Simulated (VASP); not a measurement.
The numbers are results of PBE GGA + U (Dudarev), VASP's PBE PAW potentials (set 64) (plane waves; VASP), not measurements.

Input for VASP

**POSCAR**
```
Fe3N
1
    0.0000000000     2.9466660000     2.9466660000
    2.9466660000     0.0000000000     2.9466660000
    2.9466660000     2.9466660000     0.0000000000
N Fe
1 3
Direct
  0.0000000000   0.0000000000   0.0000000000
  0.5000000000   0.5000000000   0.5000000000
  0.2500000000   0.2500000000   0.2500000000
  0.7500000000   0.7500000000   0.7500000000
```

### INCAR
```
! general
SYSTEM   =Fe3N
PREC     =Accurate
ENCUT    =520
LREAL    =F
LASPH    =T

! electronic loop
EDIFF    =1E-6
NELM     =100
ALGO     =Normal
LMAXMIX  =4

! smearing
ISMEAR   =0
SIGMA    =0.05

! functional
GGA      =PE

! spin
ISPIN    =2
MAGMOM   =0.0 3*4.0

! DFT+U
LDAU     =T
LDAUTYPE =2
LDAUL    =-1 2
LDAUU    =0 1.0
LDAUJ    =0 0
LDAUPRINT=1

! ions
ISIF     =2

! output
LWAVE    =F
LCHARG   =F
LORBIT   =10
```

### KPOINTS
```
Automatic mesh
0
Gamma
6 6 6
0 0 0
```

POTCAR, in this order: N Fe (PBE.64 set). Program: vasp_std.

Output

OSZICAR:
```
       N       E                     dE             d eps       ncg     rms          rms(c)
DAV:   1     0.193348435488E+03    0.19335E+03   -0.12795E+04  1536   0.146E+03
DAV:   2    -0.118203100289E+02   -0.20517E+03   -0.19428E+03  1544   0.297E+02
DAV:   3    -0.299369562807E+02   -0.18117E+02   -0.16083E+02  2080   0.968E+01
DAV:   4    -0.305768430367E+02   -0.63989E+00   -0.63565E+00  1576   0.191E+01
DAV:   5    -0.305851933644E+02   -0.83503E-02   -0.83493E-02  1760   0.202E+00    0.197E+01
DAV:   6    -0.372480741004E+02   -0.66629E+01   -0.47701E+01  2144   0.124E+02    0.447E+01
DAV:   7    -0.291917607696E+02    0.80563E+01   -0.55084E+01  1928   0.107E+02    0.292E+01
DAV:   8    -0.261765679620E+02    0.30152E+01   -0.16522E+01  2080   0.544E+01    0.688E+00
DAV:   9    -0.264979871060E+02   -0.32142E+00   -0.14640E+00  1680   0.123E+01    0.407E+00
DAV:  10    -0.264595597154E+02    0.38427E-01   -0.19474E-01  2248   0.652E+00    0.204E+00
DAV:  11    -0.264735166215E+02   -0.13957E-01   -0.28754E-02  1784   0.155E+00    0.947E-01
DAV:  12    -0.264754178878E+02   -0.19013E-02   -0.59601E-03  1992   0.110E+00    0.290E-01
DAV:  13    -0.264755079151E+02   -0.90027E-04   -0.27706E-03  2112   0.754E-01    0.128E-01
DAV:  14    -0.264756093496E+02   -0.10143E-03   -0.42736E-04  1904   0.260E-01    0.769E-02
DAV:  15    -0.264756389520E+02   -0.29602E-04   -0.90364E-05  2224   0.148E-01    0.329E-02
DAV:  16    -0.264756506811E+02   -0.11729E-04   -0.25193E-05  1768   0.469E-02    0.175E-02
DAV:  17    -0.264756506936E+02   -0.12481E-07   -0.34342E-06  1400   0.336E-02
   1 F= -.26475651E+02 E0= -.26472917E+02  d E =-.546653E-02  mag=     9.6333
```

File OUTCAR:
```
------------------------ aborting loop because EDIFF is reached ----------------------------------------
  FORCE on cell =-STRESS in cart. coord.  units (eV):
  Direction    XX          YY          ZZ          XY          YZ          ZX
  --------------------------------------------------------------------------------------
  Total       -5.2137141     -5.2137141     -5.2137141      0.0000000      0.0000000      0.0000000
  in kB     -163.2431878   -163.2431878   -163.2431878      0.0000000      0.0000000      0.0000000
  external PRESSURE =    -163.2431878 kB  Pullay stress =       0.0000000 kB
  volume of cell :       51.17
      direct lattice vectors                 reciprocal lattice vectors
     0.000000000  2.946666000  2.946666000    -0.169683296  0.169683296  0.169683296
     2.946666000  0.000000000  2.946666000     0.169683296 -0.169683296  0.169683296
     2.946666000  2.946666000  0.000000000     0.169683296  0.169683296 -0.169683296
 POSITION                                       TOTAL-FORCE (eV/Angst)
 -----------------------------------------------------------------------------------
      0.00000      0.00000      0.00000         0.000000     -0.000000      0.000000
      2.94667      2.94667      2.94667         0.000000     -0.000000      0.000000
      1.47333      1.47333      1.47333        -0.000000     -0.000000     -0.000000
      4.42000      4.42000      4.42000         0.000000      0.000000      0.000000
 -----------------------------------------------------------------------------------
    total drift:                               -0.000000     -0.000000      0.000000
  FREE ENERGIE OF THE ION-ELECTRON SYSTEM (eV)
  ---------------------------------------------------
  free  energy   TOTEN  =       -26.4756506936 eV

  energy  without entropy=      -26.4701841662  energy(sigma->0) =      -26.47291743

 total charge

# of ion       s       p       d       tot
------------------------------------------
    1        1.324   2.064   0.000   3.388
    2        0.443   0.319   6.292   7.055
    3        0.368   0.322   6.110   6.800
    4        0.368   0.322   6.110   6.800
--------------------------------------------------
tot          2.503   3.028  18.512  24.044

 magnetization (x)

# of ion       s       p       d       tot
------------------------------------------
    1        0.028   0.358   0.000   0.386
    2       -0.040  -0.006   2.870   2.824
    3       -0.001  -0.015   3.167   3.151
    4       -0.001  -0.015   3.167   3.151
--------------------------------------------------
tot         -0.014   0.321   9.204   9.511
```
(Selected blocks of OUTCAR.)

The moments were started parallel, and other spin orders were not tried in this run.

The structure was generated: Fe3N was put into the D03 type (Fm-3m), which need not be its known phase. The cell was not relaxed at this level. The k-mesh is coarse (spacing up to 0.31 per Å, 2π included), so the numbers may not be converged in it. The run is one of a series of settings (LDAU = .TRUE., LDAUJ = 0 0, LDAUL = -1 2, LDAUTYPE = 2, LDAUU = 0 1.0 against the base run), some of them coarse on purpose.
